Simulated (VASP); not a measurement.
These are PBE GGA, VASP's PBE PAW potentials (set 64) (plane waves; VASP) values and carry that method's errors.

Input for VASP

KPOINTS:
```
kpoints
0
G
11 11 6
0 0 0
```

### INCAR
```
ALGO  =  Normal
EDIFF  =  1E-6
ENCUT  =  400
GGA  =  PE
ISIF  =  2
ISMEAR  =  0
LASPH  =  .TRUE.
LCHARG  =  .FALSE.
LMAXMIX  =  6
LREAL  =  .FALSE.
LWAVE  =  .FALSE.
NELECT  =  17.5
NELM  =  100
PREC  =  Accurate
SIGMA  =  0.05
SYSTEM  =  Ho
```

POSCAR:
```
Ho
1
    1.7561740000    -3.1730490000     0.0000000000
    1.7561740000     3.1730490000     0.0000000000
    0.0000000000     0.0000000000     5.7533770000
Ho
2
Direct
  0.3333330000   0.6666670000   0.2500000000
  0.6919370000   0.3586030000   0.7500000000
```

POTCAR, in this order: Ho_3 (PBE.64 set). Program: vasp_std.

Output of the run:

OSZICAR:
```
       N       E                     dE             d eps       ncg     rms          rms(c)
DAV:   1     0.481636275311E+02    0.48164E+02   -0.70321E+03  7657   0.987E+02
DAV:   2    -0.739509186068E+01   -0.55559E+02   -0.54245E+02  9529   0.422E+02
DAV:   3    -0.103217466140E+02   -0.29267E+01   -0.27461E+01 10759   0.654E+01
DAV:   4    -0.104526141206E+02   -0.13087E+00   -0.12404E+00 10938   0.966E+00
DAV:   5    -0.104558390744E+02   -0.32250E-02   -0.32118E-02 10588   0.159E+00    0.205E+01
DAV:   6    -0.104328262910E+02    0.23013E-01   -0.93661E-02 10962   0.332E+00    0.121E+01
DAV:   7    -0.104362862610E+02   -0.34600E-02   -0.48310E-02 10372   0.265E+00    0.410E-01
DAV:   8    -0.104361682565E+02    0.11800E-03   -0.22711E-03  9064   0.510E-01    0.135E-01
DAV:   9    -0.104361281879E+02    0.40069E-04   -0.57690E-04 10652   0.267E-01    0.260E-02
DAV:  10    -0.104361180303E+02    0.10158E-04   -0.35605E-05 10571   0.704E-02    0.206E-02
DAV:  11    -0.104361178966E+02    0.13366E-06   -0.17145E-06  6413   0.182E-02
   1 F= -.10436118E+02 E0= -.10433755E+02  d E =-.472621E-02
```

OUTCAR:
```
------------------------ aborting loop because EDIFF is reached ----------------------------------------
  FORCE on cell =-STRESS in cart. coord.  units (eV):
  Direction    XX          YY          ZZ          XY          YZ          ZX
  --------------------------------------------------------------------------------------
  Total       -2.1220300     -3.1414044     -2.9349021     -0.1506867      0.0000000      0.0000000
  in kB      -53.0230796    -78.4941487    -73.3342826     -3.7652038      0.0000000      0.0000000
  external PRESSURE =     -68.2838370 kB  Pullay stress =       0.0000000 kB
  volume of cell :       64.12
      direct lattice vectors                 reciprocal lattice vectors
     1.756174000 -3.173049000  0.000000000     0.284709829 -0.157577144  0.000000000
     1.756174000  3.173049000  0.000000000     0.284709829  0.157577144  0.000000000
     0.000000000  0.000000000  5.753377000     0.000000000  0.000000000  0.173810964
 POSITION                                       TOTAL-FORCE (eV/Angst)
 -----------------------------------------------------------------------------------
      1.75617      1.05769      1.43834         0.124317     -0.095221      0.000000
      1.84493     -1.05769      4.31503        -0.124317      0.095221     -0.000000
 -----------------------------------------------------------------------------------
    total drift:                               -0.000005      0.000000     -0.000000
  FREE ENERGIE OF THE ION-ELECTRON SYSTEM (eV)
  ---------------------------------------------------
  free  energy   TOTEN  =       -10.4361178966 eV

  energy  without entropy=      -10.4313916844  energy(sigma->0) =      -10.43375479
```
(Selected blocks of OUTCAR.)

The 4f electrons are frozen in the core of the lanthanide potential, so 4f levels, which can set the real gap, and their magnetism are missing. The cell is charged, with a uniform compensating background.

The compound is Ho in the hcp structure. The cell was not relaxed at this level, atoms are displaced from their ideal sites. The run is one of a series of settings (ISMEAR = 0, NELECT = 17.5, SIGMA = 0.05 against the base run), some of them coarse on purpose.
